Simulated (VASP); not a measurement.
These are PBEsol GGA, VASP's PBE PAW potentials (set 64) (plane waves; VASP) values and carry that method's errors.

VASP input:

INCAR:
```
ALGO = Normal
EDIFF = 1E-7
ENCUT = 480
GGA = PS
ISIF = 2
ISMEAR = 1
LASPH = .TRUE.
LCHARG = .FALSE.
LMAXMIX = 6
LREAL = .FALSE.
LWAVE = .FALSE.
NELM = 100
PREC = Accurate
SIGMA = 0.1
SYSTEM = Eu(AlZn)2
```

File KPOINTS:
```
Regular mesh
0
gamma
 10 10 10
0 0 0
```

**POSCAR**
```
Eu(AlZn)2
1
   -2.1173071342     2.1173071342     5.7466779611
    2.1173071342    -2.1173071342     5.7466779611
    2.1173071342     2.1173071342    -5.7466779611
Eu Al Zn
1 2 2
Direct
  0.0000000000   0.0000000000   0.0000000000
  0.7500000000   0.2500000000   0.5000000000
  0.2500000000   0.7500000000   0.5000000000
  0.6093724234   0.6093724234   0.0000000000
  0.3906275766   0.3906275766   1.0000000000
```

POTCAR, in this order: Eu_2 Al Zn (PBE.64 set). Program: vasp_std.

Q: What will the output report for the number of irreducible k-points (NKPTS), number of bands (NBANDS), largest plane-wave count, number of space-group operations, FFT grid (NGX, NGY, NGZ)?

A: 
| Property | Result |
|---|---|
| number of irreducible k-points (NKPTS) | 102 |
| number of bands (NBANDS) | 23 |
| largest plane-wave count | 2489 |
| number of space-group operations | 16 |
| FFT grid (NGX, NGY, NGZ) | 48 × 48 × 48 |

The structure comes from a computed database's Al2EuZn2 entry (I4/mmm); how it stands against other phases isn't given here. This cell was strained or had an atom moved on purpose. The 4f electrons are frozen in the core of the lanthanide potential, so 4f levels, which can set the real gap, and their magnetism are missing.
